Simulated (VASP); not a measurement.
An input for Ansatz (written as the equivalent of a VASP run, and not itself run):

Ansatz 0.2 input:
```yaml
crystal:
  lattice:
    - [0.0000000, 2.4693090, 2.4693090]
    - [2.4693090, 0.0000000, 2.4693090]
    - [2.4693090, 2.4693090, 0.0000000]
  atoms:
    - { symbol: Pb, position: [0.0000000, 0.0000000, 0.0000000] }
kpoints:
  mp_grid: { grid: [8, 8, 8] }
hamiltonian:
  xc: pbe
  pseudopotentials: { kind: paw }
scf:
  occupations: { method: fermi_dirac, width: 0.1 }
  max_iter: 100
output: { forces: true, stress: true, eigenvalues: true }
```

Write the VASP files for the same calculation (PBE).

Several could match; the one computed here: 
### INCAR
```
! general
SYSTEM  = Pb
PREC    = Accurate
ENCUT   = 300   ! plane-wave cut-off (eV)
LREAL   = F
LASPH   = T   ! aspherical one-centre terms

! electronic loop
EDIFF   = 1E-6   ! SCF stop (eV)
NELM    = 100
ALGO    = Normal
LMAXMIX = 4   ! l cut-off of mixed one-centre charges

! smearing
ISMEAR  = -1   ! Fermi-Dirac
SIGMA   = 0.1   ! width (eV)

! functional
GGA     = PE   ! PBE

! ions
ISIF    = 2   ! forces and stress, cell fixed

! output
LWAVE   = F
LCHARG  = F
```

**KPOINTS**
```
Automatic
0
G
 8 8 8
```

POSCAR:
```
Pb
1.0
  0.0000000000   2.4693090000   2.4693090000
  2.4693090000   0.0000000000   2.4693090000
  2.4693090000   2.4693090000   0.0000000000
Pb
1
Direct
  0.0000000000   0.0000000000   0.0000000000
```

POTCAR, in this order: Pb_d (PBE.64 set). Program: vasp_std.

Limits of the translation: each code has its own PAW files, so the cut-off isn't converted (ENCUT is set for VASP's; basis.ecutwfc is left out, and Ansatz then takes the one that its files recommend); Ansatz stops its SCF on the density residual and VASP on the energy change (EDIFF).

The structure comes from a computed database's Pb entry; how it stands against other phases isn't given here. The cell was not relaxed at this level, and its volume differs by -5.9 % from the start's.
